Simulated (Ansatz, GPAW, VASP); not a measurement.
**Code comparison for TlBr (Pm-3m, 2 atoms in the cell)**

Self-consistent single point.

```
CELL_PARAMETERS angstrom
      3.99000     0.00000     0.00000
      0.00000     3.99000     0.00000
      0.00000     0.00000     3.99000
ATOMIC_POSITIONS crystal
  Tl 0.00000 0.00000 0.00000
  Br 0.50000 0.50000 0.50000
```

Shared settings, as Ansatz (a quantum-chemistry and plane-wave program) writes them: kpoints.mp_grid.grid = 8 8 8; scf.occupations.method = fermi_dirac; scf.occupations.width = 0.02 eV. Potentials and cutoffs stand in the table.

```json
[
 {"code": "Ansatz", "model": "PBEsol, default PAW files made with PBE", "pressure (GPa)": "-1.36", "gap on the mesh (eV)": "1.750", "cutoff": "default"},
 {"code": "GPAW", "model": "PBEsol, GPAW PAW datasets PBEsol (made by gpaw-setup)", "pressure (GPa)": "-1.39", "gap on the mesh (eV)": "1.705", "cutoff": "600 eV"},
 {"code": "VASP", "model": "PBEsol, VASP's PBE PAW potentials (set 64)", "pressure (GPa)": "–", "gap on the mesh (eV)": "1.755", "cutoff": "300 eV"}
]
```

A dash marks a value that a program does not give, or that is left out as unsure.

Gaps are read on the mesh.

On Ansatz's run: spin-orbit coupling is off.

The spread over the programs that give each value: pressure within 0.03 GPa; gap on the mesh within 0.050 eV.

Ansatz's pressure is given at a fixed set of plane waves, as the other plane-wave codes print theirs.

VASP's run is marked for a possible Pulay error in its stress at this cutoff; no cutoff test was made.

The starting cell has typed, rounded lattice constants, without a prior relaxation at this level.

Left out of this page: Quantum ESPRESSO, ABINIT, CP2K, Elk, FLEUR and SIESTA (not drawn, or without a comparable value).

Keys are those of Ansatz 0.2.
